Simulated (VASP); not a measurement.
Here is the system:

```yaml
crystal:
  lattice:
    - [4.07172, 0.00000, 0.00000]
    - [0.00000, 4.07172, 0.00000]
    - [0.00000, 0.00000, 4.07172]
  atoms:
    - { symbol: K, position: [0.00000, 0.00000, 0.00000] }
    - { symbol: Ta, position: [0.50000, 0.50000, 0.50000] }
    - { symbol: O, position: [0.50000, 0.00000, 0.50000] }
    - { symbol: O, position: [0.00000, 0.50000, 0.50000] }
    - { symbol: O, position: [0.50000, 0.50000, 0.00000] }
```

Computed with AM05 GGA, VASP's PBE PAW potentials (set 64) (plane waves; VASP). Settings: 520 eV cut-off, 6×6×6 Γ-centred mesh, Gaussian smearing of 0.050 eV, potentials K_sv Ta_pv O.

**Question.** Give the stress tensor in GPa (positive for a compressed cell).

**Answer.** 
```
-10.20    0.00    0.00
  0.00  -10.20    0.00
  0.00    0.00  -10.20
```
The pressure is its mean diagonal, -10.20 GPa.

The compound is KTaO3 in the cubic perovskite structure. This cell is one point of a volume scan, at 1.06 of the reference volume.
